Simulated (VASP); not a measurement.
The system is Ti.

```
Ti
1.0
     2.95000    0.00000    0.00000
    -1.47500    2.55477    0.00000
     0.00000    0.00000    4.68000
Ti
2
Direct
  0.33333 0.66667 0.25000
  0.66667 0.33333 0.75000
```

| Quantity | Value |
| --- | --- |
| Program | VASP 6.6.1 |
| Task | relaxation of cell and atoms |
| Functional | LDA |
| Potentials or basis | VASP PAW LDA potentials, release 64 (Ti_sv) |
| Cutoff | 600 eV |
| k mesh | 21 × 21 × 12 |
| Occupations | fermi-dirac, width 0.05 eV |
| Spin | no spin polarisation |

At the start: pressure -9.9 GPa; volume 17.64 Å³/atom.

Question: How do energy, volume and symmetry change on relaxing?

Answer: Over 5 steps the energy falls by 51.6 meV/atom and the volume is 16.08 Å³/atom (-8.8 %); space group P6_3/mmc (No. 194, to 0.05 Å).

The path:
| step | energy change (eV) | largest force (eV/Å) | pressure (GPa) | volume (Å³) |
| --- | --- | --- | --- | --- |
| 1 | 0.0000 | 0.0000 | -9.86 | 35.27 |
| 2 | -0.0411 | 0.0000 | 9.74 | 30.01 |
| 3 | -0.1031 | 0.0000 | -0.06 | 32.18 |
| 4 | -0.1031 | 0.0000 | 0.10 | 32.12 |
| 5 | -0.1031 | 0.0000 | 0.01 | 32.16 |

Final structure:
```yaml
crystal:
  lattice:
    - [2.86217, 0.00000, 0.00000]
    - [-1.43109, 2.47871, 0.00000]
    - [0.00000, 0.00000, 4.53315]
  atoms:
    - { symbol: Ti, position: [0.33333, 0.66667, 0.25000] }
    - { symbol: Ti, position: [0.66667, 0.33333, 0.75000] }
```
